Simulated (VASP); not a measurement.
# Lattice vibrations of K2CdSe2O6

Aim: the phonon dispersion and thermal properties of K2CdSe2O6. The start is a cell from a database of measured crystal structures.

Program: VASP 6.6.1. Level of theory: PBEsol; plane waves and PAW (Cd, Se, K_pv, O). Results are calculated unless marked as measured.

### Step 1. The starting structure

The structure is trigonal, space group R-3m (No. 166). Conventional cell: a = 5.698 Å, b = 5.698 Å, c = 18.949 Å, α = 90.00°, β = 90.00°, γ = 120.00°. Nearest to Cd lie 6 O at 2.32 Å. Nearest to Se lie 3 O at 1.69 Å. Nearest to K lie 9 O at 2.82 to 3.05 Å. Nearest to O lie 1 Se at 1.69 Å and 1 Cd at 2.32 Å and 3 K at 2.82 to 3.05 Å. Farther neighbours and most contacts between anions are not listed.

### Step 2. Relax the host

The later steps need the crystal at this functional's own lattice; a raised cutoff keeps the stress reliable while the cell changes.

INCAR reads:

```
SYSTEM = K2CdSe2O6
PREC = Normal
ENCUT = 520
EDIFF = 1E-05
NELM = 120
ISMEAR = 0
SIGMA = 0.05
LREAL = Auto
ALGO = Fast
GGA = PS
NBANDS = 48
LORBIT = 11
LWAVE = .FALSE.
LCHARG = .FALSE.
KPAR = 2
NCORE = 2
LASPH = .TRUE.
IBRION = 2
NSW = 40
ISIF = 3
EDIFFG = -0.03
POTIM = 0.4
```

POSCAR reads:

```
K2CdSe2O6
1.0
    2.8487500000      1.6447265794      6.3162000000
   -2.8487500000      1.6447265794      6.3162000000
    0.0000000000     -3.2894531587      6.3162000000
Cd Se K O
1 2 2 6
Direct
    0.0000000000      0.0000000000      0.0000000000
    0.3760333333      0.3760333333      0.3760333333
    0.6239666667      0.6239666667      0.6239666667
    0.1960733333      0.1960733333      0.1960733333
    0.8039266667      0.8039266667      0.8039266667
    0.2580400000      0.2580400000      0.7237400000
    0.7237400000      0.2580400000      0.2580400000
    0.2580400000      0.7237400000      0.2580400000
    0.2762600000      0.7419600000      0.7419600000
    0.7419600000      0.7419600000      0.2762600000
    0.7419600000      0.2762600000      0.7419600000
```

KPOINTS reads:

```
Automatic mesh
0
Gamma
3 3 3
0 0 0
```

The projector-augmented-wave data sets are Cd, Se, K_pv and O (PBE family, release 64).

Run with:

```sh
mpirun -np 4 vasp_std
```

The log of the run:

```text
[banner, memory and clock lines left out]
running    4 mpi-ranks, on    1 nodes
 distrk:  each k-point on    2 cores,    2 groups
 distr:  one band on    2 cores,    1 groups

 POSCAR found type information on POSCAR CdSeK O
 POSCAR found :  4 types and      11 ions
|                                                                             |
|               ----> ADVICE to this user running VASP <----                  |
|                                                                             |
|     You enforced a specific xc type in the INCAR file but a different       |
|     [... a line on the potential file left out ...]
|     I HOPE YOU KNOW WHAT YOU ARE DOING!                                     |
|                                                                             |

 LDA part: xc-table for (Slater+PW92), standard interpolation
 POSCAR, INCAR and KPOINTS ok, starting setup
 FFT: planning ... GRIDC
 FFT: planning ... GRID_SOFT
 FFT: planning ... GRID
 WAVECAR not read
 entering main loop
       N       E                     dE             d eps       ncg     rms          rms(c)
DAV:   1     0.626785161355E+03    0.62679E+03   -0.35773E+04   576   0.146E+03
DAV:   2    -0.331337196653E+01   -0.63010E+03   -0.60585E+03   696   0.367E+02
DAV:   3    -0.657099169087E+02   -0.62397E+02   -0.61949E+02   688   0.121E+02
DAV:   4    -0.668434360016E+02   -0.11335E+01   -0.11296E+01   704   0.166E+01
DAV:   5    -0.668550683339E+02   -0.11632E-01   -0.11631E-01   688   0.169E+00    0.269E+01
RMM:   6    -0.567568706401E+02    0.10098E+02   -0.40450E+01   576   0.220E+01    0.147E+01
RMM:   7    -0.566945727217E+02    0.62298E-01   -0.30093E+00   576   0.659E+00    0.688E+00
RMM:   8    -0.565868315604E+02    0.10774E+00   -0.58339E-01   576   0.350E+00    0.285E+00
RMM:   9    -0.565879183627E+02   -0.10868E-02   -0.10238E-01   578   0.154E+00    0.465E-01
RMM:  10    -0.565882423987E+02   -0.32404E-03   -0.59975E-02   579   0.813E-01    0.423E-01
RMM:  11    -0.565876722130E+02    0.57019E-03   -0.68609E-03   577   0.338E-01    0.105E-01
RMM:  12    -0.565877968239E+02   -0.12461E-03   -0.25902E-03   576   0.195E-01    0.478E-02
RMM:  13    -0.565877640517E+02    0.32772E-04   -0.55247E-04   577   0.760E-02    0.145E-02
RMM:  14    -0.565877738456E+02   -0.97939E-05   -0.10236E-04   475   0.325E-02    0.980E-03
RMM:  15    -0.565877751117E+02   -0.12661E-05   -0.87612E-06   359   0.113E-02
   1 F= -.56587775E+02 E0= -.56587775E+02  d E =-.565878E+02
 curvature:   0.00 expect dE= 0.000E+00 dE for cont linesearch  0.000E+00
 trial: gam= 0.00000 g(F)=  0.418E+00 g(S)=  0.122E+00 ort = 0.000E+00 (trialstep = 0.100E+01)
 search vector abs. value=  0.540E+00
 bond charge predicted
       N       E                     dE             d eps       ncg     rms          rms(c)
DAV:   1    -0.565756109951E+02    0.12163E-01   -0.70226E+01   576   0.450E+01    0.686E+00
RMM:   2    -0.564220256651E+02    0.15359E+00   -0.27235E+00   576   0.876E+00    0.298E+00
RMM:   3    -0.563964675171E+02    0.25558E-01   -0.27636E-01   576   0.272E+00    0.162E+00
RMM:   4    -0.563844138541E+02    0.12054E-01   -0.40497E-02   576   0.967E-01    0.580E-01
RMM:   5    -0.563839543233E+02    0.45953E-03   -0.62737E-03   577   0.402E-01    0.173E-01
RMM:   6    -0.563838892227E+02    0.65101E-04   -0.17996E-03   579   0.176E-01    0.884E-02
RMM:   7    -0.563838761757E+02    0.13047E-04   -0.32584E-04   583   0.904E-02    0.209E-02
RMM:   8    -0.563838809424E+02   -0.47666E-05   -0.71283E-05   479   0.329E-02
   2 F= -.56383881E+02 E0= -.56383881E+02  d E =0.203894E+00
[...]
3 F= -.56678650E+02 E0= -.56678650E+02  d E =-.908746E-01
[...]
4 F= -.56678641E+02 E0= -.56678641E+02  d E =-.908659E-01
[...]
5 F= -.56679594E+02 E0= -.56679594E+02  d E =-.953155E-03
 trial-energy change:   -0.000953  1 .order   -0.000981   -0.001312   -0.000650
 step:   1.7164(harm=  1.7164)  dis= 0.00432  next Energy=   -56.679940 (dE=-0.130E-02)
 bond charge predicted
       N       E                     dE             d eps       ncg     rms          rms(c)
DAV:   1    -0.566803684983E+02   -0.77575E-03   -0.19017E-01   592   0.224E+00    0.201E-01
RMM:   2    -0.566800055382E+02    0.36296E-03   -0.53585E-03   576   0.371E-01    0.110E-01
RMM:   3    -0.566799650392E+02    0.40499E-04   -0.50196E-04   576   0.116E-01    0.494E-02
RMM:   4    -0.566799447867E+02    0.20252E-04   -0.93811E-05   572   0.486E-02    0.323E-02
RMM:   5    -0.566799462197E+02   -0.14330E-05   -0.18024E-05   365   0.203E-02
   6 F= -.56679946E+02 E0= -.56679946E+02  d E =-.130522E-02
 curvature:  -0.85 expect dE=-0.390E-03 dE for cont linesearch -0.921E-05
 trial: gam= 0.17193 g(F)=  0.179E-03 g(S)=  0.279E-03 ort = 0.127E-03 (trialstep = 0.104E+01)
 search vector abs. value=  0.546E-03
 reached required accuracy - stopping structural energy minimisation
```

Wall time 27 s (4 MPI ranks of Intel Xeon 6975P-C (Granite Rapids), shared host); peak memory 0.79 GiB.

The logs omit lines about the potential files and the build; timing stands in the text.

Parts of OUTCAR (step 2):

```text
ion  position               nearest neighbor table
   1  0.000  0.000  0.000-   7 2.32   8 2.32   9 2.32  11 2.32  10 2.32   6 2.32   4 3.72   5 3.72
                             5 4.19   4 4.19   5 4.19   5 4.19   4 4.19   4 4.19
   2  0.376  0.376  0.376-   7 1.69   8 1.69   6 1.69   4 3.41   5 3.75   5 3.75   5 3.75
   3  0.624  0.624  0.624-   9 1.69  11 1.69  10 1.69   5 3.41   4 3.75   4 3.75   4 3.75
   4  0.196  0.196  0.196-   6 2.82   7 2.82   8 2.82  10 3.05  10 3.05  11 3.05   9 3.05  11 3.05
                             9 3.05   2 3.41   5 3.47   5 3.47   5 3.47   1 3.72   3 3.75   3 3.75
   5  0.804  0.804  0.804-  10 2.82   9 2.82  11 2.82   6 3.05   6 3.05   7 3.05   8 3.05   7 3.05
                             8 3.05   3 3.41   4 3.47   4 3.47   4 3.47   1 3.72   2 3.75   2 3.75
   6  0.258  0.258  0.724-   2 1.69   1 2.32   4 2.82   5 3.05   5 3.05
   7  0.724  0.258  0.258-   2 1.69   1 2.32   4 2.82   5 3.05   5 3.05
   8  0.258  0.724  0.258-   2 1.69   1 2.32   4 2.82   5 3.05   5 3.05
   9  0.276  0.742  0.742-   3 1.69   1 2.32   5 2.82   4 3.05   4 3.05
  10  0.742  0.742  0.276-   3 1.69   1 2.32   5 2.82   4 3.05   4 3.05
  11  0.742  0.276  0.742-   3 1.69   1 2.32   5 2.82   4 3.05   4 3.05

  LATTYP: Found a trigonal (rhomboedric) cell.
 ALAT       =     7.1214383746
 COS(alpha) =     0.6799607595

 Subroutine GETGRP returns: Found 12 space group operations
 (whereof 12 operations were pure point group operations)

The static configuration has the point symmetry D_3d.

 Found      6 irreducible k-points:

   k-points           NKPTS =      6   k-points in BZ     NKDIM =      6   number of bands    NBANDS=     48

   dimension x,y,z NGX =    40 NGY =   40 NGZ =   40
   dimension x,y,z NGXF=    80 NGYF=   80 NGZF=   80

   ENCUT  =  520.0 eV  38.22 Ry    6.18 a.u.  13.24 13.24 13.24*2*pi/ulx,y,z

   NELECT =      74.0000    total number of electrons

 k-points in reciprocal lattice and weights: Automatic mesh
   0.00000000  0.00000000  0.00000000       0.037
   0.33333333 -0.00000000  0.00000000       0.222
   0.33333333  0.33333333  0.00000000       0.222
  -0.33333333  0.33333333  0.00000000       0.222
   0.33333333  0.33333333  0.33333333       0.074
  -0.33333333  0.33333333  0.33333333       0.222

 average (electrostatic) potential at core
       1 -39.2392       2 -59.5624       3 -59.5624       4 -12.0934       5 -12.0934
       6 -74.1754       7 -74.1754       8 -74.1754       9 -74.1754      10 -74.1754
      11 -74.1754

 E-fermi :  -0.1319

 k-point     1 :       0.0000    0.0000    0.0000
  band No.  band energies     occupation
    ...
     33      -0.8180      2.00000
     34      -0.8158      2.00000
     35      -0.6560      2.00000
     36      -0.6560      2.00000
     37      -0.6426      2.00000
     38       3.3463      0.00000
     39       4.0566      0.00000
     40       4.0566      0.00000
     41       4.6217      0.00000
     42       5.3321      0.00000
    ...

 k-point     2 :       0.3333   -0.0000    0.0000
  band No.  band energies     occupation
    ...
     33      -1.0353      2.00000
     34      -1.0045      2.00000
     35      -0.9568      2.00000
     36      -0.6482      2.00000
     37      -0.5081      2.00000
     38       3.8750      0.00000
     39       4.1108      0.00000
     40       4.6551      0.00000
     41       5.4210      0.00000
     42       5.6944      0.00000
    ...

 k-point     3 :       0.3333    0.3333    0.0000
  band No.  band energies     occupation
    ...
     33      -1.0105      2.00000
     34      -0.9412      2.00000
     35      -0.9176      2.00000
     36      -0.5974      2.00000
     37      -0.5715      2.00000
     38       3.8582      0.00000
     39       4.2080      0.00000
     40       4.6846      0.00000
     41       5.3254      0.00000
     42       5.6701      0.00000
    ...

  Total       -0.0520261     -0.0520261      0.2722446      0.0000000      0.0000000      0.0000000
  in kB       -0.4650475     -0.4650475      2.4335223      0.0000000      0.0000000      0.0000000
  external PRESSURE =       0.5011424 kB  Pullay stress =       0.0000000 kB

  energy-cutoff  :      520.00
  volume of cell :      179.24
      direct lattice vectors                 reciprocal lattice vectors
     2.859032698  1.650663298  6.330028127     0.174884324  0.100969511  0.052659060
    -2.859032698  1.650663298  6.330028127    -0.174884324  0.100969511  0.052659060
    -0.000000000 -3.301326596  6.330028127     0.000000000 -0.201939023  0.052659060

 POSITION                                       TOTAL-FORCE (eV/Angst)
 -----------------------------------------------------------------------------------
     -2.85903      1.65066      6.33003         0.000000     -0.000000     -0.000000
     -0.00000      0.00000      7.12418         0.000000     -0.000000     -0.023955
     -0.00000      0.00000     11.86591         0.000000      0.000000      0.023955
     -0.00000      0.00000      3.72548         0.000000      0.000000      0.025125
     -0.00000      0.00000     15.26460         0.000000     -0.000000     -0.025125
     -0.00000     -1.55391      7.85280         0.000000     -0.015015      0.012039
      1.34572      0.77695      7.85280         0.013004      0.007508      0.012039
     -1.34572      0.77695      7.85280        -0.013004      0.007508      0.012039
     -1.34572     -0.77695     11.13728        -0.013004     -0.007508     -0.012039
     -0.00000      1.55391     11.13728         0.000000      0.015015     -0.012039
      1.34572     -0.77695     11.13728         0.013004     -0.007508     -0.012039
 -----------------------------------------------------------------------------------
    total drift:                                0.000000      0.000000     -0.000000

  FREE ENERGIE OF THE ION-ELECTRON SYSTEM (eV)
  ---------------------------------------------------
  free  energy   TOTEN  =       -56.6799462197 eV

  energy  without entropy=      -56.6799462197  energy(sigma->0) =      -56.67994622

 reached required accuracy - stopping structural energy minimisation

 total charge
# of ion       s       p       d       tot
------------------------------------------
    1        0.307   0.253   9.658  10.218
    2        1.467   2.075   0.397   3.939
    3        1.467   2.075   0.397   3.939
    4        0.060   6.079   0.069   6.208
    5        0.060   6.079   0.069   6.208
    6        1.579   3.412   0.000   4.991
    7        1.579   3.412   0.000   4.991
    8        1.579   3.412   0.000   4.991
    9        1.579   3.412   0.000   4.991
   10        1.579   3.412   0.000   4.991
   11        1.579   3.412   0.000   4.991
--------------------------------------------------
tot         12.836  37.030  10.589  60.455

[... 3 further parts left out ...]
```

CONTCAR:

```
K2CdSe2O6
   1.00000000000000
     2.8590326979303371    1.6506632978184066    6.3300281272249315
    -2.8590326979303371    1.6506632978184066    6.3300281272249315
    -0.0000000000000000   -3.3013265955362341    6.3300281272248737
  Cd              Se              K               O
     1     2     2     6
Direct
     0.0000000000000000    1.0000000000000000    0.0000000000000000
     0.3751524469918456    0.3751524469918456    0.3751524469918464
     0.6248475530081543    0.6248475530081543    0.6248475530081535
     0.1961802724637112    0.1961802724637112    0.1961802724637112
     0.8038197275362888    0.8038197275362888    0.8038197275362889
     0.2566239736408006    0.2566239736408006    0.7273155793715704
     0.7273155793715701    0.2566239736408014    0.2566239736408005
     0.2566239736408014    0.7273155793715701    0.2566239736408005
     0.2726844206284299    0.7433760263591986    0.7433760263591997
     0.7433760263591995    0.7433760263591995    0.2726844206284295
     0.7433760263591987    0.2726844206284299    0.7433760263591997
```

The gap is read on the k-mesh alone, so it is an upper bound where the band edges lie off the mesh. The PAW data sets were made with PBE, which is usual practice but a small mismatch for other functionals. The run keeps the 12 symmetry operations of its start, so it cannot find a distortion of lower symmetry.

Step by step:

```tsv
step	energy less that of the first step (eV)	largest force (eV/Å)	pressure (GPa)	volume (Å³)
1	0.0000	1.4680	2.99	177.56
2	0.2039	2.5139	-4.98	183.82
3	-0.0909	0.0671	-0.19	179.68
4	-0.0909	0.0762	-0.09	179.64
5	-0.0918	0.0419	0.00	179.44
6	-0.0922	0.0251	0.05	179.24
```

```tsv
conventional cell, symmetrised	before	after	change
a (Å)	5.698	5.718	+0.4 %
b (Å)	5.698	5.718	+0.4 %
c (Å)	18.949	18.990	+0.2 %
volume (Å³/atom)	16.14	16.29	+0.9 %
```

The atoms that moved most (Å, as changes of fractional coordinates times the final cell):

```tsv
atom	dx	dy	dz	length
O10	0.000	0.016	-0.005	0.017
O6	0.000	-0.016	0.005	0.017
O9	-0.014	-0.008	-0.005	0.017
O11	0.014	-0.008	-0.005	0.017
O8	-0.014	0.008	0.005	0.017
O7	0.014	0.008	0.005	0.017
Se3	0.000	0.000	0.017	0.017
Se2	0.000	0.000	-0.017	0.017
```

The relaxed structure:

```cif
data_structure
_symmetry_space_group_name_H-M 'P 1'
_symmetry_Int_Tables_number 1
_cell_length_a 7.1392
_cell_length_b 7.1392
_cell_length_c 7.1392
_cell_angle_alpha 47.215
_cell_angle_beta 47.215
_cell_angle_gamma 47.215
_cell_volume 179.24
loop_
_atom_site_label
_atom_site_type_symbol
_atom_site_fract_x
_atom_site_fract_y
_atom_site_fract_z
_atom_site_occupancy
Cd1 Cd 0.00000 0.00000 0.00000 1
Se2 Se 0.37515 0.37515 0.37515 1
Se3 Se 0.62485 0.62485 0.62485 1
K4 K 0.19618 0.19618 0.19618 1
K5 K 0.80382 0.80382 0.80382 1
O6 O 0.25662 0.25662 0.72732 1
O7 O 0.72732 0.25662 0.25662 1
O8 O 0.25662 0.72732 0.25662 1
O9 O 0.27268 0.74338 0.74338 1
O10 O 0.74338 0.74338 0.27268 1
O11 O 0.74338 0.27268 0.74338 1
```

A gap read on the k-mesh alone can miss the band edges.

Numbers from this step:

| Quantity | Value |
| --- | --- |
| electronic cycles | 44 |
| electrons | 74 |
| free energy (TOTEN) | -56.6799 eV |
| Fermi energy | -0.1319 eV |
| pressure | 0.05011 GPa |
| labelled metallic, from the levels on this mesh | no |
| gap on the k-mesh | 3.773 eV |
| least direct gap on the k-mesh | 3.989 eV |

The run ended after 6 ionic steps, 0.092 eV below its first step, once forces and stress met EDIFFG = -0.03.

(Continued in part 2 of 4.)

[Lines on the potential files, build, host, timing and source positions are cut from VASP's logs without a mark.]

[Logs are printed without paths, hosts, clocks, repeated set-up lines and the standing remarks that a program may print on its own settings, such as how far it seeks lower states.]

[Hosts, paths, dates, database ids (printed as entryN), source tags and the programs' standing remarks are cut or masked in the printed files.]

[Runs that stopped without an error message from VASP are left out.]
